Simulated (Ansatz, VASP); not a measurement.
# Li2Si4O9 in two plane-wave programs, part 3 of 4

One calculation is typed for both programs; each brings its own data sets. How far apart do they land? Of the first pair: The structure shown is frame 67 of Ansatz's trajectory.

VASP 6.6.1 and Ansatz 0.2.0.

So far. Step 3 (VASP: single point, PBE, pair 1): The run ends at a pressure of 3.49 GPa, with forces up to 11 eV/Å.

## Step 6: VASP: single point, PBE, pair 2

Level of this step: PBE; plane waves and PAW (Si, Li_sv, O) (VASP).

The same cell, functional, mesh and smearing now go to VASP, with its own data sets.

INCAR

```
SYSTEM = Li2Si4O9
PREC = Accurate
ENCUT = 650
EDIFF = 1E-06
NELM = 120
ISMEAR = 0
SIGMA = 0.025
LREAL = Auto
ALGO = Normal
GGA = PE
NBANDS = 248
LORBIT = 11
LWAVE = .FALSE.
LCHARG = .FALSE.
ISIF = 2
LASPH = .TRUE.
GGA_COMPAT = .FALSE.
EFERMI = MIDGAP
NCORE = 2
```

POSCAR

```
Li2Si4O9
1.0
    9.9741000000      0.0000000000      0.0000000000
    0.0000000000      9.9741000000      0.0000000000
    0.0000000000      0.0000000000      9.9741000000
Si Li O
20 10 45
Direct
    0.2093421963      0.4651647768      0.5308448883
    0.2096329493      0.3829718972      0.9889313322
    0.7403775779      0.5911911852      0.1554526223
    0.9060867647      0.0627425031      0.9905755908
    0.1515124172      0.1147471952      0.8156024102
    0.9139571490      0.8092258951      0.1751937518
    0.6535827794      0.9436941679      0.8574808755
    0.3306363481      0.9149396938      0.9727293691
    0.3476704665      0.0033085692      0.2690368053
    0.8404868610      0.2736387243      0.2058631857
    0.0343389378      0.6915811953      0.4181329644
    0.1043302153      0.5562807672      0.7804413431
    0.6415616447      0.6248283053      0.4316579942
    0.5435177109      0.2192077481      0.2337454006
    0.6121755346      0.0848297089      0.5824284898
    0.3694969972      0.7118737530      0.7967034620
    0.4954532238      0.4900793054      0.9291765673
    0.4933477707      0.3759938240      0.4791710530
    0.4356683811      0.8257687410      0.5090584614
    0.1373256735      0.2593416950      0.2930790748
    0.8345915922      0.5488414995      0.5392967787
    0.9055152846      0.8061378972      0.6785273859
    0.1030168135      0.9926609920      0.5268345014
    0.8856037136      0.1605959435      0.4276776852
    0.5951213643      0.4824896482      0.7108912082
    0.7010156305      0.1935111940      0.9509629942
    0.7850131841      0.6721508708      0.8703542174
    0.4573645742      0.2022337855      0.8619223790
    0.7945679309      0.8415095096      0.4512186563
    0.0456983587      0.5296016683      0.0831052426
    0.8488685696      0.2049708746      0.0529872369
    0.1404838532      0.3347169168      0.1325633390
    0.9562567049      0.6411906839      0.7855646123
    0.6359170251      0.5376424941      0.0193501168
    0.1841669925      0.6142809878      0.4563118477
    0.9523064738      0.9508727604      0.1023149958
    0.4910919281      0.9872068658      0.9565975878
    0.7792582789      0.8111007509      0.2624798227
    0.1810188388      0.1086113033      0.6606109824
    0.4971375863      0.6991006707      0.4307155533
    0.2414553694      0.1236101503      0.3004782386
    0.6115639506      0.4777674176      0.5021706219
    0.4251210636      0.7909485568      0.6712284818
    0.6355059604      0.0580202725      0.7531306083
    0.9701226176      0.2204108641      0.2817998616
    0.5493127199      0.9468022177      0.5304438496
    0.9413982214      0.5737961320      0.4105232552
    0.0376575330      0.8281749732      0.5247290482
    0.1787629962      0.3600826140      0.4076859065
    0.4944807050      0.0693997453      0.2871938320
    0.3079676362      0.9282742303      0.1331648971
    0.5207387133      0.3485828295      0.8334586579
    0.7702349084      0.0903038871      0.5626472564
    0.7028403565      0.2336752188      0.2915952316
    0.0523756529      0.7320058953      0.2339559459
    0.4922549403      0.3569043824      0.3205101212
    0.6478078223      0.5958532599      0.2826119650
    0.4792111569      0.5997934651      0.8039522363
    0.2251130428      0.2412548501      0.8769513039
    0.1003900101      0.4805245586      0.9234818179
    0.3409330165      0.7568201642      0.9446165569
    0.8371081100      0.4279784642      0.1751135441
    0.2146359070      0.9876279564      0.8870073490
    0.7462327428      0.9935031732      0.9586829889
    0.7497719092      0.6998826962      0.5320981342
    0.5132092119      0.2431297059      0.0763176627
    0.3592304068      0.4333022528      0.5648629952
    0.3461665714      0.4546776150      0.9911470709
    0.8446476374      0.6850843685      0.0545011580
    0.5272856699      0.2349284647      0.5305842131
    0.9931322124      0.0999087637      0.8621830541
    0.3244403004      0.8951584604      0.3941207728
    0.0983447128      0.4454637511      0.6553172717
    0.7039131350      0.8076818961      0.8017665754
    0.2440721469      0.6324781183      0.7557874896
```

KPOINTS

```
Automatic mesh
0
Gamma
1 1 1
0 0 0
```

The projector-augmented-wave data sets are Si, Li_sv and O (PBE family, release 64).

On the command line:

```console
> mpirun -np 8 vasp_gam
```

Numbers of over 12 decimals in the logs are rounded to 6 here.

Output:

```text
[... set-up lines as in an earlier step ...]
 entering main loop
       N       E                     dE             d eps       ncg     rms          rms(c)
DAV:   1     0.441311931264E+04    0.44131E+04   -0.24214E+05   496   0.185E+03
DAV:   2    -0.146865679028E+03   -0.45600E+04   -0.43589E+04   616   0.437E+02
DAV:   3    -0.581015772678E+03   -0.43415E+03   -0.43052E+03   600   0.144E+02
DAV:   4    -0.604809889367E+03   -0.23794E+02   -0.23662E+02   808   0.283E+01
[...]
DAV:  17    -0.527302332786E+03   -0.62056E-05   -0.69176E-05   760   0.227E-02    0.118E-02
DAV:  18    -0.527302334074E+03   -0.12883E-05   -0.13198E-05   560   0.980E-03    0.723E-03
DAV:  19    -0.527302334364E+03   -0.29012E-06   -0.20684E-06   432   0.521E-03
   1 F= -.52730233E+03 E0= -.52730233E+03  d E =0.000000E+00
```

Parts of OUTCAR (step 6):

```text
  Total        7.3270137     16.0176519     14.5891730      8.5326275     -2.2412221      0.5692619
  in kB       11.8308631     25.8635586     23.5570066     13.7775570     -3.6188813      0.9191821
  external PRESSURE =      20.4171428 kB  Pullay stress =       0.0000000 kB

 POSITION                                       TOTAL-FORCE (eV/Angst)
 -----------------------------------------------------------------------------------
      2.08800      4.63960      5.29470        -3.019104      2.224170     -1.485653
      2.09090      3.81980      9.86370         0.201492     -6.064740     -1.314930
      7.38460      5.89660      1.55050         1.027205     -2.571658     -3.981539
      9.03740      0.62580      9.88010        -2.827072     -2.428027      0.809689
      1.51120      1.14450      8.13490        -0.237394     -0.073355     -3.085113
      9.11590      8.07130      1.74740        -0.526755     -1.997892     -0.496433
      6.51890      9.41250      8.55260        -7.294945     -3.382905     -3.075912
      3.29780      9.12570      9.70210         3.634313      3.110761      1.317468
      3.46770      0.03300      2.68340        -0.160181     -0.984836      1.606207
      8.38310      2.72930      2.05330        -3.409939      0.768022     -1.761403
      0.34250      6.89790      4.17050         5.280564      3.424391      0.092589
      1.04060      5.54840      7.78420        -4.860837      2.275626     -2.338821
      6.39900      6.23210      4.30540        -0.330152      2.846548      5.065908
      5.42110      2.18640      2.33140        -0.278907      1.481640     -1.298488
[...]
-----------------------------------------------------------------------------------
    total drift:                               -0.008314     -0.015185      0.002970

  FREE ENERGIE OF THE ION-ELECTRON SYSTEM (eV)
  ---------------------------------------------------
  free  energy   TOTEN  =      -527.3023343640 eV

  energy  without entropy=     -527.3023343640  energy(sigma->0) =     -527.30233436

[... 2 parts as in an earlier step ...]

[... 1 further part left out ...]
[key lines of the parts left out:]
E-fermi :   3.3665
```

The run ends at a pressure of 2.04 GPa, with forces up to 12 eV/Å.

## Step 7: Comparison

Forces on 9 of the 75 atoms, those with the largest forces and the largest differences (eV/Å; atoms numbered as in POSCAR):

| atom | Ansatz x, y, z | VASP x, y, z |
| --- | --- | --- |
| Si2 | 0.202, -6.026, -1.331 | 0.201, -6.065, -1.315 |
| Si7 | -7.286, -3.452, -3.170 | -7.295, -3.383, -3.076 |
| Si11 | 5.207, 3.367, 0.108 | 5.281, 3.424, 0.093 |
| Si12 | -4.855, 2.273, -2.353 | -4.861, 2.276, -2.339 |
| Si13 | -0.284, 2.894, 5.105 | -0.330, 2.847, 5.066 |
| Li28 | -0.814, -1.795, 0.889 | -0.857, -1.915, 0.913 |
| O64 | 8.278, 5.012, 6.684 | 8.292, 5.020, 6.661 |
| O66 | 1.137, -0.434, 1.487 | 1.118, -0.424, 1.375 |
| O70 | 1.797, -5.688, 3.250 | 1.829, -5.771, 3.282 |

The forces differ by 35 meV/Å r.m.s., which is 1.7 % of the r.m.s. force of 2.074 eV/Å (both taken over all components).

## Step 8: Ansatz: dynamics, PBE

One frame of this run of dynamics is then solved in both programs, so the motion causes no difference.

The structure compared here is frame 200 of Ansatz's trajectory.

input.yaml

```yaml
crystal:
  lattice:
    - [9.9741, 0.0, 0.0]
    - [0.0, 9.9741, 0.0]
    - [0.0, 0.0, 9.9741]
  atoms:
    - { symbol: Si, position: [0.21608, 0.44659, 0.52536] }
    - { symbol: Si, position: [0.20437, 0.34253, 0.97421] }
    - { symbol: Si, position: [0.72968, 0.59302, 0.14623] }
    - { symbol: Si, position: [0.90966, 0.05244, 0.9657] }
    - { symbol: Si, position: [0.17635, 0.07561, 0.83142] }
    - { symbol: Si, position: [0.93181, 0.82351, 0.16948] }
    - { symbol: Si, position: [0.63645, 0.95798, 0.88182] }
    - { symbol: Si, position: [0.35394, 0.88839, 0.9991] }
    - { symbol: Si, position: [0.30246, 0.99268, 0.26999] }
    - { symbol: Si, position: [0.83265, 0.2726, 0.18852] }
    - { symbol: Si, position: [0.03099, 0.66729, 0.40123] }
    - { symbol: Si, position: [0.05024, 0.56299, 0.7786] }
    - { symbol: Si, position: [0.62551, 0.65106, 0.43614] }
    - { symbol: Si, position: [0.53309, 0.23976, 0.19504] }
    - { symbol: Si, position: [0.61966, 0.0886, 0.59901] }
    - { symbol: Si, position: [0.33402, 0.69032, 0.78378] }
    - { symbol: Si, position: [0.51215, 0.44892, 0.95749] }
    - { symbol: Si, position: [0.51096, 0.37556, 0.47874] }
    - { symbol: Si, position: [0.42523, 0.86958, 0.52577] }
    - { symbol: Si, position: [0.11903, 0.28227, 0.28076] }
    - { symbol: Li, position: [0.83463, 0.53486, 0.54234] }
    - { symbol: Li, position: [0.84896, 0.75138, 0.66512] }
    - { symbol: Li, position: [0.13794, 0.9227, 0.58022] }
    - { symbol: Li, position: [0.88203, 0.08758, 0.38723] }
    - { symbol: Li, position: [0.65849, 0.58886, 0.76491] }
    - { symbol: Li, position: [0.80079, 0.19637, 0.77613] }
    - { symbol: Li, position: [0.72389, 0.64517, 0.89947] }
    - { symbol: Li, position: [0.5181, 0.25494, 0.83952] }
    - { symbol: Li, position: [0.89273, 0.8993, 0.50086] }
    - { symbol: Li, position: [0.14545, 0.61712, 0.11803] }
    - { symbol: O, position: [0.91558, 0.18075, 0.06313] }
    - { symbol: O, position: [0.1798, 0.32239, 0.13316] }
    - { symbol: O, position: [0.90533, 0.56557, 0.75524] }
    - { symbol: O, position: [0.59145, 0.57472, 0.02817] }
    - { symbol: O, position: [0.21351, 0.57857, 0.4398] }
    - { symbol: O, position: [0.97734, 0.91294, 0.04156] }
    - { symbol: O, position: [0.50167, 0.9531, 0.97945] }
    - { symbol: O, position: [0.87174, 0.90985, 0.29897] }
    - { symbol: O, position: [0.23782, 0.08752, 0.69331] }
    - { symbol: O, position: [0.51528, 0.75632, 0.45807] }
    - { symbol: O, position: [0.19353, 0.10994, 0.27552] }
    - { symbol: O, position: [0.60057, 0.49993, 0.49291] }
    - { symbol: O, position: [0.37197, 0.81172, 0.66393] }
    - { symbol: O, position: [0.61905, 0.06719, 0.76412] }
    - { symbol: O, position: [0.95873, 0.25351, 0.28737] }
    - { symbol: O, position: [0.50026, 0.00181, 0.54439] }
    - { symbol: O, position: [0.96394, 0.53899, 0.4155] }
    - { symbol: O, position: [0.02951, 0.76827, 0.5332] }
    - { symbol: O, position: [0.16238, 0.33815, 0.41638] }
    - { symbol: O, position: [0.44005, 0.11321, 0.22846] }
    - { symbol: O, position: [0.31194, 0.8985, 0.1475] }
    - { symbol: O, position: [0.65049, 0.40368, 0.86495] }
    - { symbol: O, position: [0.77678, 0.05704, 0.58255] }
    - { symbol: O, position: [0.70645, 0.2078, 0.22748] }
    - { symbol: O, position: [0.04378, 0.72798, 0.24019] }
    - { symbol: O, position: [0.49692, 0.33374, 0.32581] }
    - { symbol: O, position: [0.6777, 0.62957, 0.2947] }
    - { symbol: O, position: [0.44556, 0.59597, 0.79685] }
    - { symbol: O, position: [0.20436, 0.20848, 0.91173] }
    - { symbol: O, position: [0.09048, 0.47005, 0.92478] }
    - { symbol: O, position: [0.35274, 0.76694, 0.92946] }
    - { symbol: O, position: [0.7867, 0.43294, 0.16637] }
    - { symbol: O, position: [0.23199, 0.97419, 0.9131] }
    - { symbol: O, position: [0.77043, 0.01214, 0.94619] }
    - { symbol: O, position: [0.74133, 0.71033, 0.53295] }
    - { symbol: O, position: [0.5235, 0.31147, 0.06456] }
    - { symbol: O, position: [0.36526, 0.39694, 0.56597] }
    - { symbol: O, position: [0.35145, 0.41815, 0.94958] }
    - { symbol: O, position: [0.81984, 0.71608, 0.09998] }
    - { symbol: O, position: [0.58569, 0.24982, 0.52933] }
    - { symbol: O, position: [0.97672, 0.08679, 0.81679] }
    - { symbol: O, position: [0.31343, 0.91804, 0.41688] }
    - { symbol: O, position: [0.13719, 0.47972, 0.66006] }
    - { symbol: O, position: [0.67684, 0.81733, 0.81835] }
    - { symbol: O, position: [0.16528, 0.68551, 0.79552] }
kpoints:
  mp_grid: { grid: [1, 1, 1] }
hamiltonian:
  xc: pbe
scf:
  occupations: { method: gaussian, width: 0.025 }
output:
  forces: true
md:
  timestep: 1.0
  n_steps: 200
  ensemble: nve
  temperature: 900
  initial_velocities: maxwell_boltzmann
  seed: 4646
```

On the command line:

```console
> ansatz run input.yaml --threads 4 --pin off --max-ram 8192MiB --backend cpu --events-out ev --progress --plain --runs-dir out
```

Output:

```text
[...]
Crystal: 75 atoms, lattice volume = 992.250 Å³
Basis set: ecut = 420 eV, 19381 PW (Γ), exchange–correlation on 144×144×144 points (8 copies of the dense FFT grid, shifted against one another)
Bands: 265, of which v1, the nominal top of the filled ones, is band 190 counted from 1 (189 counted from 0)
Symmetry: 1 space group operations
k-points: 1
[...]
atom   8  Si    -0.67050940     0.35557964     1.90402236
[...]
atom  72  O     -0.32763745    -2.65911351    -0.23738903
  atom  73  O     -2.53206425    -1.49054310     3.77705080
  atom  74  O      1.12130072    -0.19109888     0.58239964
  atom  75  O     -4.14320829    -2.86124719    -1.75140603
  max |Σ_I F_I| component: 4.88e-5 eV/Å
--- MD trajectory: 200 steps, t = 0.0 → 200.0 fs ---
[...]
conserved energy: peak-to-peak 4.644e-2 eV (6.193e-4 eV/atom) over 200.0 fs
[key lines of the parts left out:]
SCF converged after 9 iterations
Free energy (F): -40363.114503 eV
Fermi energy:    4.884865 eV
```

(Part 3 of 4 ends here.)

[Lines on the potential files, build, host, timing and source positions are cut from VASP's logs without a mark.]

[Logs are printed without paths, hosts, clocks, repeated set-up lines and the standing remarks that a program may print on its own settings, such as how far it seeks lower states.]

[Hosts, paths, dates, database ids (printed as entryN), source tags and the programs' standing remarks are cut or masked in the printed files.]
